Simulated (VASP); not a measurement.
A run of VASP 6.6.1 is set up as follows.

Contents of INCAR:

```
SYSTEM = KBaBiWO6
PREC = Accurate
ENCUT = 520
EDIFF = 1E-7
ISMEAR = 0
SIGMA = 0.01
LREAL = .FALSE.
LASPH = .TRUE.
NELM = 100
ALGO = Normal
ISIF = 2
LWAVE = .FALSE.
LCHARG = .FALSE.
GGA = PE
NBANDS = 53
```

File KPOINTS:

```
regular mesh
0
G
  4 4 4
  0 0 0
```

Contents of POSCAR:

```
KBaBiWO6
1.0
    0.0000000000      4.2993890000      4.2993890000
    4.2993890000      0.0000000000      4.2993890000
    4.2993890000      4.2993890000      0.0000000000
K Ba Bi W O
1 1 1 1 6
Direct
    0.7500000000      0.7500000000      0.7500000000
    0.2500000000      0.2500000000      0.2500000000
    0.0000000000      0.0000000000      0.0000000000
    0.5000000000      0.5000000000      0.5000000000
    0.7278500000      0.2721500000      0.2721500000
    0.2721500000      0.7278500000      0.7278500000
    0.7278500000      0.7278500000      0.2721500000
    0.2721500000      0.2721500000      0.7278500000
    0.2721500000      0.7278500000      0.2721500000
    0.7278500000      0.2721500000      0.7278500000
```

Potentials or basis: VASP PAW PBE potentials, release 64 (K_sv, Ba_sv, Bi_d, W_sv, O).

Command:

```bash
$ cat potpaw_PBE.64/K_sv/POTCAR potpaw_PBE.64/Ba_sv/POTCAR potpaw_PBE.64/Bi_d/POTCAR potpaw_PBE.64/W_sv/POTCAR potpaw_PBE.64/O/POTCAR > POTCAR
$ mpirun -np 1 vasp_std > vasp.out
```

(1) Predict the largest force.

(2) Predict the band gap on the k mesh.

## Answers

(1) 0.546 eV/Å.

(2) 1.99 eV, direct.

Caveat: spin-orbit coupling is left out, which as a rule narrows the gap of such compounds by several tenths of an eV.
